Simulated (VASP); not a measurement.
# CsLiCr2Te2S3 (R32) in VASP: band structure with PBE

Aim: the band structure of CsLiCr2Te2S3 with PBE.

Program: VASP 6.6.1. These are calculated values, not measurements. Logs are shortened: lines on timing, memory, paths and dates and some standing lists are left out, and cuts for length are marked.

## (1) The crystal as given

The structure is trigonal, space group R32 (No. 155). The conventional cell has a = 6.639 Å, b = 6.639 Å, c = 20.639 Å, α = 90.00°, β = 90.00°, γ = 120.00°. Cs (site symmetry 32) is surrounded by 6 Te at 3.84 Å and 6 S at 4.04 Å and 2 Cr at 4.16 Å. Around Li (site symmetry 32) lie 3 S at 2.41 Å. Cr (site symmetry 3) is surrounded by 3 S at 2.24 Å and 1 Te at 2.45 Å. Te (site symmetry 3) has 1 Cr at 2.45 Å as nearest neighbours. S (site symmetry 2) is surrounded by 2 Cr at 2.24 Å and 1 Li at 2.41 Å.

The cell was built by a generator and needn't be a form met in nature.

## (2) Band structure, PBE, collinear spin, ferromagnetic start

Contents of POSCAR:

```
CsLiCr2Te2S3                            
1.0
    3.3192900000      1.9163900000      6.8798200000
   -3.3192900000      1.9163900000      6.8798200000
    0.0000000000     -3.8327900000      6.8798200000
  Cs              Li              Cr              Te              S             
     1     1     2     2     3
Direct
     0.0000000000000000    0.0000000000000000    0.0000000000000000
     0.5000000000000000    0.5000000000000000    0.5000000000000000
     0.7984799999999979    0.7984799999999979    0.7984799999999979
     0.2015200000000021    0.2015200000000021    0.2015200000000021
     0.6799000000000035    0.6799000000000035    0.6799000000000035
     0.3200999999999965    0.3200999999999965    0.3200999999999965
     0.1362600000000000    0.8637400000000000    0.5000000000000000
     0.5000000000000000    0.1362600000000000    0.8637400000000000
     0.8637400000000000    0.5000000000000000    0.1362600000000000
```

Contents of INCAR.step1:

```
SYSTEM = CsLiCr2Te2S3
PREC = Accurate ; ENCUT = 520
EDIFF = 1E-7 ; ISMEAR = -1
SIGMA = 0.05 ; LREAL = .False.
LASPH = .True. ; NELM = 120
ALGO = Normal ; ISIF = 2
LWAVE = .False. ; LCHARG = .True.
ISPIN = 2 ; MAGMOM = 0 0 3 3 0 0 0 0 0
LORBIT = 11 ; LMAXMIX = 4
GGA = PE ; NBANDS = 47
KPAR = 4
```

Contents of KPOINTS.step1:

```
regular mesh
0
Gamma
  5 5 5
  0 0 0
```

Contents of INCAR.step2:

```
SYSTEM = CsLiCr2Te2S3
PREC = Accurate ; ENCUT = 520
EDIFF = 1E-7 ; ISMEAR = 0
SIGMA = 0.05 ; LREAL = .False.
LASPH = .True. ; NELM = 120
ALGO = Normal ; ISIF = 2
LWAVE = .False. ; LCHARG = .False.
ISPIN = 2 ; MAGMOM = 0 0 3 3 0 0 0 0 0
LORBIT = 11 ; LMAXMIX = 4
GGA = PE ; NBANDS = 47
KPAR = 4 ; ICHARG = 11
```

Contents of KPOINTS.step2:

```
path GLB1,BZGX,QFP1Z,LP
15
line-mode
reciprocal
 0.0000000000  0.0000000000  0.0000000000  G
 0.5000000000  0.0000000000  0.0000000000  L

 0.5000000000  0.0000000000  0.0000000000  L
 0.5000000000  0.2183944418 -0.2183944418  B1

 0.7816055582  0.5000000000  0.2183944418  B
 0.5000000000  0.5000000000  0.5000000000  Z

 0.5000000000  0.5000000000  0.5000000000  Z
 0.0000000000  0.0000000000  0.0000000000  G

 0.0000000000  0.0000000000  0.0000000000  G
 0.3591972209  0.0000000000 -0.3591972209  X

 0.6408027791  0.3591972209  0.0000000000  Q
 0.5000000000  0.5000000000  0.0000000000  F

 0.5000000000  0.5000000000  0.0000000000  F
 0.6408027791  0.6408027791  0.2183944418  P1

 0.6408027791  0.6408027791  0.2183944418  P1
 0.5000000000  0.5000000000  0.5000000000  Z

 0.5000000000  0.0000000000  0.0000000000  L
 0.7816055582  0.3591972209  0.3591972209  P
```

Potentials or basis: VASP PAW PBE potentials, release 64 (Cs_sv, Li_sv, Cr_pv, Te, S).

On the command line:

```sh
$ cat potpaw_PBE.64/Cs_sv/POTCAR potpaw_PBE.64/Li_sv/POTCAR potpaw_PBE.64/Cr_pv/POTCAR potpaw_PBE.64/Te/POTCAR potpaw_PBE.64/S/POTCAR > POTCAR
$ cp INCAR.step1 INCAR
$ cp KPOINTS.step1 KPOINTS
$ mpirun -np 4 vasp_std > vasp.out
$ cp INCAR.step2 INCAR
$ cp KPOINTS.step2 KPOINTS
$ mpirun -np 4 vasp_std > vasp.out
```

OUTCAR:

```text
SYSTEM = CsLiCr2Te2S3
   PREC = Accurate
   ENCUT = 520
   EDIFF = 1E-7
   ISMEAR = 0
   LREAL = .False.
   LASPH = .True.
   NELM = 120
   ISIF = 2
   ISPIN = 2
   LORBIT = 11
   GGA = PE
   ICHARG = 11

 ion  position               nearest neighbor table
   1  0.000  0.000  0.000-
   2  0.500  0.500  0.500-   7 2.41   8 2.41   9 2.41
   3  0.798  0.798  0.798-   7 2.24   8 2.24   9 2.24   5 2.45
   4  0.202  0.202  0.202-   7 2.24   9 2.24   8 2.24   6 2.45
   5  0.680  0.680  0.680-   3 2.45
   6  0.320  0.320  0.320-   4 2.45
   7  0.136  0.864  0.500-   3 2.24   4 2.24   2 2.41
   8  0.500  0.136  0.864-   3 2.24   4 2.24   2 2.41
   9  0.864  0.500  0.136-   4 2.24   3 2.24   2 2.41

  LATTYP: Found a trigonal (rhomboedric) cell.
 ALAT       =     7.8754149077
 COS(alpha) =     0.6447177554

  Lattice vectors:

 A1 = (   3.3192900000,   1.9163900000,   6.8798200000)
 A2 = (  -3.3192900000,   1.9163900000,   6.8798200000)
 A3 = (   0.0000000000,  -3.8327900000,   6.8798200000)

Analysis of symmetry for initial positions (statically):
=====================================================================
 Subroutine PRICEL returns:
 Original cell was already a primitive cell.

 Routine SETGRP: Setting up the symmetry group for a
 trigonal (rhombohedral) supercell.

 Subroutine GETGRP returns: Found  6 space group operations
 (whereof  6 operations were pure point group operations)
 out of a pool of 12 trial point group operations.

The static configuration has the point symmetry D_3 .

Analysis of symmetry for dynamics (positions and initial velocities):
=====================================================================
 Subroutine PRICEL returns:
 Original cell was already a primitive cell.

 Routine SETGRP: Setting up the symmetry group for a
 trigonal (rhombohedral) supercell.

 Subroutine GETGRP returns: Found  6 space group operations
 (whereof  6 operations were pure point group operations)
 out of a pool of 12 trial point group operations.

The dynamic configuration has the point symmetry D_3 .

Analysis of structural, dynamic, and magnetic symmetry:
=====================================================================
 Subroutine PRICEL returns:
 Original cell was already a primitive cell.

 Routine SETGRP: Setting up the symmetry group for a
 trigonal (rhombohedral) supercell.

 Subroutine GETGRP returns: Found  6 space group operations
 (whereof  6 operations were pure point group operations)
 out of a pool of 12 trial point group operations.
[... 153 lines left out ...]
  free energy    TOTEN  =       -45.74426405 eV

  energy without entropy =      -45.74074328  energy(sigma->0) =      -45.74250367

 E-fermi :   2.8571     XC(G=0):  -8.3940

 val. band max:        2.8553209684   @ k =   0.1786   0.1786   0.1786
 cond. band min:       2.8572598608   @ k =   0.5503   0.4497   0.0000
 fundamental gap:      0.0019388924
 Fermi energy:         2.8570688348

 spin component 1

 k-point     1 :       0.0000    0.0000    0.0000
  band No.  band energies     occupation
      1     -43.1387      1.00000
      2     -41.4221      1.00000
      3     -41.4221      1.00000
      4     -41.4194      1.00000
      5     -41.4194      1.00000
      6     -41.3220      1.00000
[... 1141 lines left out ...]
     44       7.6540      0.00000
     45       7.8998      0.00000

 [... further k-points ...]

 spin component 2

 k-point     1 :       0.0000    0.0000    0.0000
  band No.  band energies     occupation
      1     -43.1292      1.00000
      2     -39.1999      1.00000
      3     -39.1992      1.00000
      4     -38.9619      1.00000
      5     -38.9619      1.00000
      6     -38.9584      1.00000
[... 1141 lines left out ...]
     44       7.7401      0.00000
     45       8.0527      0.00000

 [... further k-points ...]

 [bands above 45 left out]

------------------------ aborting loop because EDIFF is reached ----------------------------------------

  FORCE on cell =-STRESS in cart. coord.  units (eV):
  Direction    XX          YY          ZZ          XY          YZ          ZX
  --------------------------------------------------------------------------------------
  -------------------------------------------------------------------------------------
  Total        1.3469569      1.3469574      1.0023074      0.0000000     -0.0000005      0.0000000
  in kB        8.2187561      8.2187592      6.1158010      0.0000000     -0.0000030      0.0000000
  external PRESSURE =       7.5177721 kB  Pullay stress =       0.0000000 kB

 VOLUME and BASIS-vectors are now :
 -----------------------------------------------------------------------------
  energy-cutoff  :      520.00
  volume of cell :      262.58
      direct lattice vectors                 reciprocal lattice vectors
     3.319290000  1.916390000  6.879820000     0.150634624  0.086968924  0.048450922
    -3.319290000  1.916390000  6.879820000    -0.150634624  0.086968924  0.048450922
     0.000000000 -3.832790000  6.879820000     0.000000000 -0.173937849  0.048450796

 POSITION                                       TOTAL-FORCE (eV/Angst)
 -----------------------------------------------------------------------------------
      0.00000      0.00000      0.00000         0.000000      0.000000      0.000000
      0.00000     -0.00001     10.31973         0.000000      0.000000      0.000000
      0.00000     -0.00001     16.48020         0.000000      0.000000     -0.006363
      0.00000     -0.00000      4.15926         0.000000     -0.000000      0.006363
      0.00000     -0.00001     14.03277         0.000000     -0.000000      0.047141
      0.00000     -0.00000      6.60669         0.000000      0.000000     -0.047141
     -2.41472     -0.00001     10.31973         0.029025      0.000000      0.000000
      1.20736     -2.09121     10.31973        -0.014512      0.025136      0.000000
      1.20736      2.09120     10.31973        -0.014512     -0.025136      0.000000
 -----------------------------------------------------------------------------------
    total drift:                                0.000018      0.000000     -0.000000

  FREE ENERGIE OF THE ION-ELECTRON SYSTEM (eV)
  ---------------------------------------------------
  free  energy   TOTEN  =       -45.7442640506 eV

  energy  without entropy=      -45.7407432813  energy(sigma->0) =      -45.74250367

 total charge

# of ion       s       p       d       tot
------------------------------------------
    1        1.834   4.695   0.037   6.565
    2        2.016   0.043   0.000   2.059
    3        0.343   6.286   4.171  10.801
    4        0.343   6.286   4.171  10.801
    5        1.384   1.974   0.020   3.378
    6        1.384   1.974   0.020   3.378
    7        1.331   2.420   0.000   3.751
    8        1.331   2.420   0.000   3.751
    9        1.331   2.420   0.000   3.751
--------------------------------------------------
tot         11.296  28.520   8.419  48.235

 magnetization (x)

# of ion       s       p       d       tot
------------------------------------------
    1       -0.000  -0.009  -0.001  -0.011
    2        0.002   0.002   0.000   0.003
    3        0.031   0.026   2.278   2.336
    4        0.031   0.026   2.278   2.336
    5       -0.006  -0.238   0.003  -0.241
    6       -0.006  -0.238   0.003  -0.241
    7       -0.003  -0.078   0.000  -0.082
    8       -0.003  -0.078   0.000  -0.082
    9       -0.003  -0.078   0.000  -0.082
--------------------------------------------------
tot          0.042  -0.667   4.562   3.937
```

Wall time 24 min (4 MPI ranks of Intel Xeon Platinum 8259CL at 2.50GHz (Skylake/Cascade Lake), shared host); peak memory 2.4 GiB.

What came out:

```yaml
Band_gap_along_the_path: none (metal or under the smearing width)
Net_moment: 4.00 μB per cell
```

Levels at the corners of the path, in eV from the Fermi level:
Spin up:
| point | band 33 | band 34 | band 35 | band 36 | band 37 | band 38 |
| --- | --- | --- | --- | --- | --- | --- |
| Γ | -0.49 | -0.16 | -0.16 | 0.07 | 0.34 | 0.34 |
| L | -0.50 | -0.26 | -0.18 | 0.40 | 0.78 | 0.78 |
| L | -0.50 | -0.26 | -0.18 | 0.40 | 0.78 | 0.78 |
| B1 | -0.68 | -0.44 | -0.21 | 0.33 | 0.36 | 0.83 |
| B | -0.68 | -0.44 | -0.21 | 0.33 | 0.36 | 0.83 |
| Z | -1.15 | -0.45 | -0.22 | -0.22 | 0.87 | 0.87 |
| Z | -1.15 | -0.45 | -0.22 | -0.22 | 0.87 | 0.87 |
| Γ | -0.49 | -0.16 | -0.16 | 0.07 | 0.34 | 0.34 |
| Γ | -0.49 | -0.16 | -0.16 | 0.07 | 0.34 | 0.34 |
| X | -0.60 | -0.44 | -0.17 | 0.29 | 0.41 | 0.81 |
| Q | -0.60 | -0.44 | -0.17 | 0.29 | 0.41 | 0.81 |
| F | -0.66 | -0.35 | -0.03 | 0.10 | 0.42 | 0.42 |
| F | -0.66 | -0.35 | -0.03 | 0.10 | 0.42 | 0.42 |
| P1 | -0.64 | -0.33 | -0.26 | 0.29 | 0.41 | 0.61 |
| P1 | -0.64 | -0.33 | -0.26 | 0.29 | 0.41 | 0.61 |
| Z | -1.15 | -0.45 | -0.22 | -0.22 | 0.87 | 0.87 |
| L | -0.50 | -0.26 | -0.18 | 0.40 | 0.78 | 0.78 |
| P | -0.64 | -0.33 | -0.26 | 0.29 | 0.41 | 0.61 |
Spin down:
| point | band 28 | band 29 | band 30 | band 31 | band 32 | band 33 | band 34 | band 35 |
| --- | --- | --- | --- | --- | --- | --- | --- | --- |
| Γ | -2.03 | -1.75 | -0.22 | -0.22 | 0.73 | 0.73 | 1.06 | 1.06 |
| L | -1.68 | -1.49 | -0.90 | -0.77 | 0.81 | 1.10 | 1.27 | 1.59 |
| L | -1.68 | -1.49 | -0.90 | -0.77 | 0.81 | 1.10 | 1.27 | 1.59 |
| B1 | -1.86 | -1.40 | -0.81 | -0.34 | 0.89 | 1.03 | 1.17 | 1.36 |
| B | -1.86 | -1.40 | -0.81 | -0.34 | 0.89 | 1.03 | 1.17 | 1.36 |
| Z | -1.66 | -1.66 | -0.74 | -0.74 | 0.72 | 0.72 | 0.87 | 1.20 |
| Z | -1.66 | -1.66 | -0.74 | -0.74 | 0.72 | 0.72 | 0.87 | 1.20 |
| Γ | -2.03 | -1.75 | -0.22 | -0.22 | 0.73 | 0.73 | 1.06 | 1.06 |
| Γ | -2.03 | -1.75 | -0.22 | -0.22 | 0.73 | 0.73 | 1.06 | 1.06 |
| X | -1.94 | -1.35 | -0.83 | -0.32 | 0.92 | 1.07 | 1.15 | 1.39 |
| Q | -1.94 | -1.35 | -0.83 | -0.32 | 0.92 | 1.07 | 1.15 | 1.39 |
| F | -1.94 | -1.59 | -0.68 | -0.31 | 0.86 | 0.89 | 1.06 | 1.49 |
| F | -1.94 | -1.59 | -0.68 | -0.31 | 0.86 | 0.89 | 1.06 | 1.49 |
| P1 | -1.82 | -1.65 | -0.70 | -0.49 | 0.85 | 0.91 | 1.11 | 1.40 |
| P1 | -1.82 | -1.65 | -0.70 | -0.49 | 0.85 | 0.91 | 1.11 | 1.40 |
| Z | -1.66 | -1.66 | -0.74 | -0.74 | 0.72 | 0.72 | 0.87 | 1.20 |
| L | -1.68 | -1.49 | -0.90 | -0.77 | 0.81 | 1.10 | 1.27 | 1.59 |
| P | -1.82 | -1.65 | -0.70 | -0.49 | 0.85 | 0.91 | 1.11 | 1.40 |

Caveat: the cutoff is under 1.25 times the usual one of these potentials, so pressure, stress and relaxed cells hold a basis-set (Pulay) error; the log is that of the step along the path at fixed density, whose energy, stress, charges and moments have no meaning; spin-orbit coupling is left out, which moves the levels of the heavy elements; only a ferromagnetic start was run, and an antiferromagnetic order may lie lower in energy.
